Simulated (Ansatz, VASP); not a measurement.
# Ta: VASP beside Ansatz

Aim: how closely do two programs agree when they are given the same cell, functional and k mesh?

Method: plane waves, with VASP 6.6.1 beside it; single point at PBE, in Ansatz 0.2.0.

## 1. Starting point

Symmetry: Im-3m, No. 229, cubic system. The conventional cell has a = 3.303 Å, b = 3.303 Å, c = 3.303 Å, α = 90.00°, β = 90.00°, γ = 90.00°. Nearest to Ta lie 8 Ta at 2.86 Å.

## 2. Ansatz: single point, PBE

Ansatz runs on its default PAW (the set named soft_2) files.

A single point gives forces, pressure and levels at one fixed geometry, so differences don't come from the geometry; what else differs is listed under the comparison.

Input file input.yaml:

```yaml
crystal:
  lattice:
    - [-1.65128, 1.65128, 1.65128]
    - [1.65128, -1.65128, 1.65128]
    - [1.65128, 1.65128, -1.65128]
  atoms:
    - { symbol: Ta, position: [0.0, 0.0, 0.0] }
hamiltonian:
  xc: pbe
  pseudopotentials: { kind: paw }
kpoints:
  mp_grid: { grid: [9, 9, 9] }
scf:
  occupations: { method: gaussian, width: 0.2 }
  n_extra_bands: 4
output:
  forces: true
  stress: true
  eigenvalues: true
  write_density: true
  write_potential: true
  elf: true
  volumetric_format: npy
```

Launch:

```sh
$ ansatz run input.yaml --threads 2 --pin off --max-ram 4608MiB --backend cpu --events-out ev --progress --plain --runs-dir out
```

Numbers of over 12 decimals in the logs are rounded to 6 here.

Log:

```text
scf.n_extra_bands = 4 over 7 filled bands (N_el = 13.0): the run solves 11 bands
Engine: ansatz 0.2.0, aarch64-unknown-linux-gnu
Pseudopotentials: kind: paw
Pseudopotential: Ta, paw, valence charge 13, recommended cutoff 420 eV (normal), Ta.paw.azcp
Functional definition: PBE
  parameter kappa = 0.804
  parameter beta = 0.066725
  exchange = pbe_x(kappa = kappa, mu = beta*pi^2/3)
  correlation = pbe_c(beta = beta)
Crystal: 1 atoms, lattice volume = 18.010 Å³
Basis set: ecut = 420 eV, 369 PW (Γ), exchange–correlation on 40×40×40 points (8 copies of the dense FFT grid, shifted against one another)
Bands: 11, of which v1, the nominal top of the filled ones, is band 7 counted from 1 (6 counted from 0)
Symmetry: 48 space group operations
Space group: Im-3m (ITA 229), of the structure as read, at distance tolerance 2.6e-5 Å
k-points: 35 of 729
Non-local potential: Ta, projectors of the file, l = 0: 3, l = 1: 2, l = 2: 2, l = 3: 1
PAW form: soft (Blöchl's): semilocal exchange-correlation on the pseudo side does not see the compensation charge
PAW one-centre angular grid: Ta, 590 points (default); XC on 64 Gauss nodes
Initial density: superposition of atomic densities (neutral atoms: chi_scale 0, normalization atom), corrected by the library's trained network
Initial wavefunctions: pseudopotential atomic-orbital guess
Functional: x = pbe(κ = 0.804, μ = 0.219515), c = pbe(β = 0.066725)
SCF iter   1: F=—  HF=-9932.249335 eV  |F-HF|=—  |Δ(HF+E_count)|=         —  Δρ=2.20e-3  dr2=2.54e-4  ethr=1.77e-3  ⟨swp⟩=5.1  Hψ=2026  notcnv=0
preconditioner: auto → none  [metal: Δε(μ)=0.025 eV  Ē_g=8.300 eV  σ=0.200 eV  W_gap=0.07  n_scr=0 (ndim 8)  ℏωp=19.6 eV  f_vac=0.000  D(μ)=1.83/eV (n_scr^D=18)]
SCF iter   2: F=—  HF=-9932.249284 eV  |F-HF|=—  |Δ(HF+E_count)|=   5.13e-5  Δρ=1.05e-3  dr2=6.22e-5  ethr=1.95e-6  ⟨swp⟩=2.3  Hψ=878  notcnv=0
SCF iter   3: F=—  HF=-9932.249361 eV  |F-HF|=—  |Δ(HF+E_count)|=   7.71e-5  Δρ=1.63e-4  dr2=1.13e-6  ethr=4.78e-7  ⟨swp⟩=2.0  Hψ=462  notcnv=0
SCF iter   4: F=—  HF=-9932.249361 eV  |F-HF|=—  |Δ(HF+E_count)|=   4.49e-7  Δρ=4.81e-5  dr2=1.14e-7  ethr=8.71e-9  ⟨swp⟩=1.8  Hψ=533  notcnv=0
iter 5 did not close the SCF: its close was put off for the readings that it lacked (scf_convergence_deferred on its scf_iter line)
SCF iter   5: F=-9932.249361 eV  HF=-9932.249361 eV  |F-HF|=5.20e-10  |Δ(HF+E_count)|=   4.00e-8  Δρ=5.19e-6  dr2=1.25e-9  ethr=8.78e-10  ⟨swp⟩=1.4  Hψ=465  notcnv=0
SCF iter   6: F=-9932.249361 eV  HF=-9932.249361 eV  |F-HF|=5.82e-11  |Δ(HF+E_count)|=  3.73e-10  Δρ=1.35e-6  dr2=9.64e-11  ethr=9.58e-12  ⟨swp⟩=5.1  Hψ=1800  notcnv=0
SCF 1 converged in 6 iterations: F = -9932.249361 eV  dr2 = 9.64e-11
  greatest PAW one-centre occupation: 0.999 electrons in one spin orbital (limit 2), on the Ta atom at site 0 (counted from 0), in its partial waves of l = 0
SCF converged after 6 iterations
Free energy (F): -9932.249361 eV
Harris-Foulkes:  -9932.249361 eV  (|F-HF|=5.82e-11)
Internal energy: -9932.212679 eV  (E = F + TS)
E sigma→0 (E₀):  -9932.231020 eV
Entropy (-TS):   -0.036682 eV (-36.682 meV/atom)
Fermi energy:    18.695257 eV
--- Per-component energies (eV) ---
  E_band       = -103.239243
  E_kinetic    = 366.288146
  E_local      = -547.459575  (includes V_loc(G=0)·N_el)
  E_nonlocal   = 14.876586
  E_hartree    = 190.155794
  E_xc         = -218.556310
  E_vxc        = -204.175759  (∫ρ·V_xc dr)
  E_paw        = -8396.706039  (= ΣΔE_a)
  E_vpaw       = -113.080293  (= ΣTr[D̂ρ^β])
  E_aug_tail   = 0.000163  (compensation charges beyond the density's cutoff)
  E_ewald      = -1340.811443
  E_smearing   = -0.036682  (= −TS)
  E_closure    = -0.000000  (closes the sum)
  Σ components = -9932.249361   (vs F -9932.249361, Δ=0.00e0)
--- Forces (eV/Å), atoms counted from 1 ---
  atom   1  Ta    -0.00000000     0.00000000     0.00000000
  max |Σ_I F_I| component: 1.44e-32 eV/Å
--- Stress (GPa, compression-positive) ---
        3.431027      -0.000000      -0.000000
       -0.000000       3.431027       0.000000
        0.000000      -0.000000       3.431027
  P = ⅓ Tr σ = 3.4310 GPa (34.310 kbar)
--- Band table (eV; the first three rows and the last of 35) ---
  k-point 0: bands = [... 3 lower, -14.3778, 10.7428, 19.3777, 19.3777, 19.3777, 22.6529, 22.6529, 33.2631]
  k-point 1: bands = [... 3 lower, -14.3786, 11.2796, 19.0377, 19.2451, 19.9156, 22.1880, 22.6604, 33.7068]
  k-point 2: bands = [... 3 lower, -14.3807, 12.6441, 18.2877, 18.6845, 21.4589, 21.9864, 22.7760, 33.8489]
  k-point 34: bands = [... 3 lower, -15.1731, 14.9850, 15.0447, 24.1568, 24.1568, 25.1987, 26.3996, 28.8790]
```

Elapsed: 0.93 s, on 2 threads of Arm Neoverse N1, shared host; peak memory 0.25 GiB.

Reading the cycles: dr2 is the Hartree energy of the density residual (eV), the measure of convergence; HF is the Harris–Foulkes estimate of the energy, which meets the free energy F at convergence.

The run ends at a pressure of 3.43 GPa.

## 3. VASP: single point, PBE

The same cell, functional, mesh and smearing now go to VASP, with its own data sets and cutoff.

Lines of VASP's logs that name or quote its potential files are left out, and so is its time.

Input file INCAR:

```
SYSTEM = Ta
PREC = Accurate
ENCUT = 400
EDIFF = 1E-06
NELM = 100
ISMEAR = 0
SIGMA = 0.2
LREAL = .FALSE.
ALGO = Normal
GGA = PE
NBANDS = 11
LORBIT = 11
LWAVE = .FALSE.
LCHARG = .FALSE.
KPAR = 2
ISIF = 2
```

Input file POSCAR:

```
Ta
1.0
   -1.6512800000      1.6512800000      1.6512800000
    1.6512800000     -1.6512800000      1.6512800000
    1.6512800000      1.6512800000     -1.6512800000
Ta
1
Direct
    0.0000000000      0.0000000000      0.0000000000
```

Input file KPOINTS:

```
Automatic mesh
0
Gamma
9 9 9
0 0 0
```

The projector-augmented-wave data sets are Ta_pv (PBE family, release 64).

Launch:

```sh
$ mpirun -np 2 vasp_std
```

Log:

```text
[banner, memory and clock lines left out]
running    2 mpi-ranks, on    1 nodes
 distrk:  each k-point on    1 cores,    2 groups
 distr:  one band on    1 cores,    1 groups

 POSCAR found type information on POSCAR Ta
 POSCAR found :  1 types and       1 ions
 LDA part: xc-table for (Slater+PW92), standard interpolation
 POSCAR, INCAR and KPOINTS ok, starting setup
 FFT: planning ... GRIDC
 FFT: planning ... GRID_SOFT
 FFT: planning ... GRID
 WAVECAR not read
 entering main loop
       N       E                     dE             d eps       ncg     rms          rms(c)
DAV:   1     0.450245777526E+02    0.45025E+02   -0.55041E+03   770   0.784E+02
DAV:   2    -0.115456221259E+02   -0.56570E+02   -0.55112E+02   864   0.214E+02
DAV:   3    -0.122758628595E+02   -0.73024E+00   -0.72220E+00   945   0.245E+01
DAV:   4    -0.122779440324E+02   -0.20812E-02   -0.20808E-02   848   0.143E+00
DAV:   5    -0.122779523360E+02   -0.83036E-05   -0.83039E-05   900   0.877E-02    0.135E+01
DAV:   6    -0.119164971947E+02    0.36146E+00   -0.31493E-01   863   0.636E+00    0.659E+00
DAV:   7    -0.118106145317E+02    0.10588E+00   -0.27037E-01   866   0.549E+00    0.425E-01
DAV:   8    -0.118102052604E+02    0.40927E-03   -0.11458E-02   911   0.805E-01    0.126E-01
DAV:   9    -0.118102135385E+02   -0.82781E-05   -0.89252E-05   872   0.991E-02    0.256E-02
DAV:  10    -0.118102078573E+02    0.56812E-05   -0.35073E-06   891   0.221E-02    0.565E-03
DAV:  11    -0.118102082057E+02   -0.34840E-06   -0.42057E-07   508   0.763E-03
   1 F= -.11810208E+02 E0= -.11791859E+02  d E =-.366975E-01
```

From OUTCAR (step 3):

```text
ion  position               nearest neighbor table
   1  0.000  0.000  0.000-

  LATTYP: Found a body centered cubic cell.
 ALAT       =     3.3025600000

 Subroutine GETGRP returns: Found 48 space group operations
 (whereof 48 operations were pure point group operations)

The static configuration has the point symmetry O_h .

 Found     35 irreducible k-points:

   k-points           NKPTS =     35   k-points in BZ     NKDIM =     35   number of bands    NBANDS=     11

   dimension x,y,z NGX =    20 NGY =   20 NGZ =   20
   dimension x,y,z NGXF=    40 NGYF=   40 NGZF=   40

   ENCUT  =  400.0 eV  29.40 Ry    5.42 a.u.   4.66  4.66  4.66*2*pi/ulx,y,z

   NELECT =      11.0000    total number of electrons

 k-points in reciprocal lattice and weights: Automatic mesh
   0.00000000  0.00000000  0.00000000       0.001
   0.11111111  0.00000000  0.00000000       0.016
   0.22222222  0.00000000  0.00000000       0.016
   0.33333333  0.00000000  0.00000000       0.016
   0.44444444  0.00000000  0.00000000       0.016
   0.11111111  0.11111111  0.00000000       0.033
   0.22222222  0.11111111 -0.00000000       0.066
   0.33333333  0.11111111  0.00000000       0.066
   0.44444444  0.11111111 -0.00000000       0.033
[...]
-0.44444444 -0.44444444  0.33333333       0.011
  -0.44444444  0.44444444  0.44444444       0.008

 average (electrostatic) potential at core
       1 -36.4331

 E-fermi :   5.5399

 k-point     1 :       0.0000    0.0000    0.0000
  band No.  band energies     occupation
      1     -27.5821      2.00000
      2     -27.5821      2.00000
      3     -27.5821      2.00000
      4      -2.4300      2.00000
      5       6.2239      0.00000
      6       6.2239      0.00000
      7       6.2239      0.00000
      8       9.4940      0.00000
      9       9.4940      0.00000
    ...

 k-point     2 :       0.1111    0.0000    0.0000
  band No.  band energies     occupation
      1     -27.7306      2.00000
      2     -27.6279      2.00000
      3     -27.5829      2.00000
      4      -1.8903      2.00000
      5       5.8835      0.01512
      6       6.0905      0.00010
      7       6.7611      0.00000
      8       9.0316      0.00000
      9       9.5015      0.00000
    ...

 k-point     3 :       0.2222    0.0000    0.0000
  band No.  band energies     occupation
    ...
      2     -27.7423      2.00000
      3     -27.5851      2.00000
      4      -0.5201      2.00000
      5       5.1330      1.99600
      6       5.5288      1.06279
      7       8.3042      0.00000
      8       8.8295      0.00000
      9       9.6172      0.00000
     10      20.1906      0.00000
     11      21.0177      0.00000

  Total        0.3958726      0.3958726      0.3958726      0.0000000      0.0000000     -0.0000000
  in kB       35.2163085     35.2163085     35.2163085      0.0000000      0.0000000     -0.0000000
  external PRESSURE =      35.2163085 kB  Pullay stress =       0.0000000 kB

  energy-cutoff  :      400.00
  volume of cell :       18.01
      direct lattice vectors                 reciprocal lattice vectors
    -1.651280000  1.651280000  1.651280000     0.000000000  0.302795407  0.302795407
     1.651280000 -1.651280000  1.651280000     0.302795407  0.000000000  0.302795407
     1.651280000  1.651280000 -1.651280000     0.302795407  0.302795407  0.000000000

 POSITION                                       TOTAL-FORCE (eV/Angst)
 -----------------------------------------------------------------------------------
      0.00000      0.00000      0.00000        -0.000000     -0.000000     -0.000000
 -----------------------------------------------------------------------------------
    total drift:                               -0.000000     -0.000000      0.000000

  FREE ENERGIE OF THE ION-ELECTRON SYSTEM (eV)
  ---------------------------------------------------
  free  energy   TOTEN  =       -11.8102082057 eV

  energy  without entropy=      -11.7735107367  energy(sigma->0) =      -11.79185947

 total charge
# of ion       s       p       d       tot
------------------------------------------
    1        0.370   6.172   2.394   8.935

[... 3 further parts left out ...]
```

This run has no spin polarisation. Its electron count is odd, so without a moment it is a metal by construction.

## 4. Comparison

Known differences besides the potentials themselves: the data sets hold 13 valence electrons in Ansatz (default PAW (the set named soft_2) files) and 11 in VASP; the cutoff is 420 eV in Ansatz and 400 eV in VASP; VASP leaves aspherical gradient terms in its spheres out (LASPH is not set), Ansatz keeps them. Total energies have different zeros and are not compared.

Compared:

```csv
quantity,Ansatz,VASP,difference
pressure (GPa),3.43,3.52,-0.09
pressure without Ansatz's Pulay correction (GPa),3.37,3.52,-0.15
```

Ansatz's pressure holds a Pulay correction of 0.06 GPa; VASP's holds none.

## 5. Results

| Quantity | Value |
| --- | --- |
| difference in pressure (single point, PBE) | -0.091 GPa |

In words: The difference in pressure is -0.091 GPa (single point, PBE), within the 1 GPa picked in this series as the mark of a large difference. Such differences can come from data sets, numerical settings and the points named under the comparisons, not from the functional's error against experiment.

[Lines on the potential files, build, host, timing and source positions are cut from VASP's logs without a mark.]

[Logs are printed without paths, hosts, clocks, repeated set-up lines and the standing remarks that a program may print on its own settings, such as how far it seeks lower states.]

[Hosts, paths, dates, database ids (printed as entryN), source tags and the programs' standing remarks are cut or masked in the printed files.]
